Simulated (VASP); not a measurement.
Input for VASP

**KPOINTS**
```
Automatic mesh
0
Gamma
9 9 9
0 0 0
```

**INCAR**
```
! general
SYSTEM     = CoAl
PREC       = Accurate
ENCUT      = 400
LREAL      = .False.
LASPH      = .True.

! electronic loop
EDIFF      = 1E-6
NELM       = 100
ALGO       = Normal
LMAXMIX    = 4

! smearing
ISMEAR     = 1
SIGMA      = 0.1

! functional
GGA        = PE
GGA_COMPAT = .False.

! spin
MAGMOM     = 0 0 0 0 0 0
LSORBIT    = .True.

! ions
ISIF       = 2

! output
LWAVE      = .False.
LCHARG     = .False.
```

### POSCAR
```
CoAl
1
    2.9172000000     0.0000000000     0.0000000000
    0.0000000000     2.9172000000     0.0000000000
    0.0000000000     0.0000000000     2.9172000000
Al Co
1 1
Direct
  0.5000000000   0.5000000000   0.5000000000
  0.0000000000   0.0000000000   0.0000000000
```

POTCAR, in this order: Al Co (PBE.64 set). Program: vasp_ncl.

Problem. Write an equivalent input for Ansatz.

Solution. One equivalent input (not run):
Ansatz 0.2 input:
```yaml
crystal:
  lattice:
    - [2.9172000, 0.0000000, 0.0000000]
    - [0.0000000, 2.9172000, 0.0000000]
    - [0.0000000, 0.0000000, 2.9172000]
  atoms:
    - { symbol: Al, position: [0.5000000, 0.5000000, 0.5000000] }
    - { symbol: Co, position: [0.0000000, 0.0000000, 0.0000000] }
kpoints:
  mp_grid: { grid: [9, 9, 9] }
hamiltonian:
  xc: pbe
  pseudopotentials: { kind: paw }
magnetization: { noncollinear: true, spin_orbit: true }
scf:
  occupations: { method: methfessel_paxton, width: 0.1 }
  max_iter: 100
output: { forces: true, stress: true, eigenvalues: true }
```
What does not carry over: each code has its own PAW files, so the cut-off isn't converted (ENCUT is set for VASP's; basis.ecutwfc is left out, and Ansatz then takes the one that its files recommend); Ansatz stops its SCF on the density residual and VASP on the energy change (EDIFF).

The compound is CoAl in the CsCl type structure. The cell was not relaxed at this level.
